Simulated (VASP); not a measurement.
Data:

```yaml
crystal:
  lattice:
    - [3.43154, 0.00000, 0.00000]
    - [0.00000, 3.43154, 0.00000]
    - [0.00000, 0.00000, 3.43154]
  atoms:
    - { symbol: Si, position: [0.00000, 0.00000, 0.00000] }
    - { symbol: Ni, position: [0.00000, 0.50000, 0.50000] }
    - { symbol: Ni, position: [0.50000, 0.00000, 0.50000] }
    - { symbol: Ni, position: [0.50000, 0.50000, 0.00000] }
```

The numbers are results of PBE GGA with D3 dispersion (Becke-Johnson damping), VASP's PBE PAW potentials (set 64) (plane waves; VASP), not measurements. Settings: 520 eV cut-off, 9×9×9 Γ-centred mesh, first-order Methfessel-Paxton smearing of 0.10 eV, potentials Si Ni.

Problem. Give the stress tensor in GPa (positive for a compressed cell).

Solution. 
```
7.31  0.00  0.00
0.00  7.31  0.00
0.00  0.00  7.31
```
The pressure is its mean diagonal, 7.31 GPa.

The compound is Ni3Si in the L1_2 structure. This cell is one point of a volume scan, at 0.97 of the reference volume. The run is not spin-polarised, so no magnetic state was tried.
